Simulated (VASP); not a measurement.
All values below come from PBE GGA, VASP's PBE PAW potentials (set 64) (plane waves; VASP 6.6.1).

Input for VASP

### INCAR
```
LMAXMIX=4
LCHARG=.FALSE.
ISMEAR=0   # Gaussian
ALGO=Normal   # blocked Davidson
KSPACING=0.35
EDIFF=1E-6
LASPH=.TRUE.
LWAVE=.FALSE.
ISIF=2
NELM=100
GGA=PE   # PBE
LREAL=.FALSE.
ENCUT=400   # plane-wave cut-off (eV)
PREC=Accurate
SIGMA=0.05   # width (eV)
KGAMMA=.TRUE.
SYSTEM=GaP
```

POSCAR:
```
GaP
2.7250
  0.0000000000   1.0000000000   1.0000000000
  1.0000000000   0.0000000000   1.0000000000
  1.0000000000   1.0000000000   0.0000000000
Ga P
1 1
Direct
  0.0000000000   0.0000000000   0.0000000000
  0.2500000000   0.2500000000   0.2500000000
```

POTCAR, in this order: Ga_d P (PBE.64 set). Program: vasp_std.

The resulting files:

OSZICAR:
```
       N       E                     dE             d eps       ncg     rms          rms(c)
DAV:   1     0.735237371207E+02    0.73524E+02   -0.82296E+03   416   0.170E+03
DAV:   2    -0.380871365601E+01   -0.77332E+02   -0.74569E+02   441   0.291E+02
DAV:   3    -0.928128962303E+01   -0.54726E+01   -0.54535E+01   536   0.707E+01
DAV:   4    -0.937226906117E+01   -0.90979E-01   -0.90942E-01   511   0.100E+01
DAV:   5    -0.937423216085E+01   -0.19631E-02   -0.19630E-02   514   0.120E+00    0.425E+00
DAV:   6    -0.912751356845E+01    0.24672E+00   -0.47273E-01   643   0.128E+01    0.281E+00
DAV:   7    -0.910046561868E+01    0.27048E-01   -0.11899E-01   537   0.253E+00    0.113E+00
DAV:   8    -0.910062211583E+01   -0.15650E-03   -0.14973E-02   486   0.182E+00    0.171E-01
DAV:   9    -0.910100924622E+01   -0.38713E-03   -0.16175E-03   535   0.694E-01    0.893E-02
DAV:  10    -0.910107419396E+01   -0.64948E-04   -0.13258E-04   600   0.127E-01    0.417E-02
DAV:  11    -0.910114916930E+01   -0.74975E-04   -0.11010E-04   451   0.106E-01    0.646E-03
DAV:  12    -0.910114847816E+01    0.69114E-06   -0.42069E-06   526   0.331E-02
   1 F= -.91011485E+01 E0= -.91011485E+01  d E =-.411145E-17
```

File OUTCAR:
```
------------------------ aborting loop because EDIFF is reached ----------------------------------------
  FORCE on cell =-STRESS in cart. coord.  units (eV):
  Direction    XX          YY          ZZ          XY          YZ          ZX
  --------------------------------------------------------------------------------------
  Total        0.5777625      0.5777625      0.5777625      0.0000000      0.0000000      0.0000000
  in kB       22.8733827     22.8733827     22.8733827      0.0000000      0.0000000      0.0000000
  external PRESSURE =      22.8733827 kB  Pullay stress =       0.0000000 kB
  volume of cell :       40.47
      direct lattice vectors                 reciprocal lattice vectors
     0.000000000  2.725000000  2.725000000    -0.183486239  0.183486239  0.183486239
     2.725000000  0.000000000  2.725000000     0.183486239 -0.183486239  0.183486239
     2.725000000  2.725000000  0.000000000     0.183486239  0.183486239 -0.183486239
  FREE ENERGIE OF THE ION-ELECTRON SYSTEM (eV)
  ---------------------------------------------------
  free  energy   TOTEN  =        -9.1011484782 eV

  energy  without entropy=       -9.1011484782  energy(sigma->0) =       -9.10114848
```
(Selected blocks of OUTCAR.)

The compound is GaP in the zinc blende structure. The cell was not relaxed at this level. The run is one of a series of settings (KGAMMA = .TRUE., KSPACING = 0.35, KPOINTS file removed against the base run), some of them coarse on purpose.
